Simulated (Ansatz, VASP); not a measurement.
## Two plane-wave programs on KSb5

```xyz
6
Lattice="6.4754 0.0000 0.0000 -3.2377 5.6079 0.0000 0.0000 0.0000 9.7078" Properties=species:S:1:pos:R:3 pbc="T T T"
K     0.0000    0.0000    0.0000
Sb    3.2377    0.0000    0.0000
Sb   -1.6189    2.8039    0.0000
Sb    1.6189    2.8039    0.0000
Sb    0.0000    0.0000    6.1056
Sb    0.0000    0.0000    3.6022
```

Alike in both runs: task relaxation of cell and atoms; functional PBE; k mesh 9 × 9 × 4; occupations gaussian, width 0.1 eV; no spin polarisation.

|  | VASP | Ansatz |
| --- | --- | --- |
| version | VASP 6.6.1 | Ansatz 0.2.0 |
| potentials or method | VASP PAW PBE potentials, release 64 (K_sv, Sb) | scalar-relativistic, plane waves, PAW |
| plane-wave cutoff (eV) | 600 | 420 |
| valence electrons in the cell | 34 | 84 |

Ansatz gave:

```
gap on the k mesh at the Fermi level, each at its own relaxed structure (eV) : none
relaxed volume (Å³/atom)                                                     : 57.02
relaxed cell length with the largest relative difference (Å)                 : 9.572
energy change over the relaxation (meV/atom)                                 : -1
```

Which values does VASP return?

gap on the k mesh at the Fermi level, each at its own relaxed structure (eV): none; relaxed volume (Å³/atom): 57.04; relaxed cell length with the largest relative difference (Å): 9.575; energy change over the relaxation (meV/atom): -1.

A gap of «none» marks a metal or a gap that the smearing closes. The two sets of potentials don't hold the same shells in valence.

The runs have no spin-orbit coupling, so splittings on Sb are missing.
